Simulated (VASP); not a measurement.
An input for Ansatz (written as the equivalent of a VASP run, and not itself run):

Ansatz 0.2 input:
```yaml
crystal:
  lattice:
    - [1.4750000, -2.5547750, 0.0000000]
    - [1.4750000, 2.5547750, 0.0000000]
    - [0.0000000, 0.0000000, 4.6800000]
  atoms:
    - { symbol: Ti, position: [0.3333330, 0.6666670, 0.2500000] }
    - { symbol: Ti, position: [0.6666670, 0.3333330, 0.7500000] }
kpoints:
  mp_grid: { grid: [13, 13, 7] }
hamiltonian:
  xc: r2scan
  pseudopotentials: { kind: paw }
scf:
  occupations: { method: methfessel_paxton, width: 0.1 }
  max_iter: 100
relax:
  max_steps: 60
  f_tol: 0.01
  cell: {}
output: { forces: true, stress: true, eigenvalues: true }
```

**Question.** Write the VASP files for the same calculation (r2SCAN).

**Answer.** One answer among several that fit: 
File KPOINTS:
```
Automatic mesh
0
Gamma
13 13 7
0 0 0
```

### INCAR
```
SYSTEM=Ti
PREC=Accurate; ENCUT=520; LREAL=.False.
LASPH=.True.
EDIFF=1E-6; NELM=100; ALGO=Normal
LMAXMIX=4; LMIXTAU=.True.
ISMEAR=1; SIGMA=0.1
METAGGA=R2SCAN
IBRION=2; NSW=60; ISIF=3
EDIFFG=-0.01
LWAVE=.False.; LCHARG=.False.
```

**POSCAR**
```
Ti
1
    1.4750000000    -2.5547750000     0.0000000000
    1.4750000000     2.5547750000     0.0000000000
    0.0000000000     0.0000000000     4.6800000000
Ti
2
Direct
  0.3333330000   0.6666670000   0.2500000000
  0.6666670000   0.3333330000   0.7500000000
```

POTCAR, in this order: Ti_sv (PBE.64 set). Program: vasp_std.

Limits of the translation: each code has its own PAW files, so the cut-off isn't converted (ENCUT is set for VASP's; basis.ecutwfc is left out, and Ansatz then takes the one that its files recommend); Ansatz stops its SCF on the density residual and VASP on the energy change (EDIFF).

The compound is Ti in the hcp structure. This run relaxes it. Symmetry was kept, so distortions that lower it aren't found.
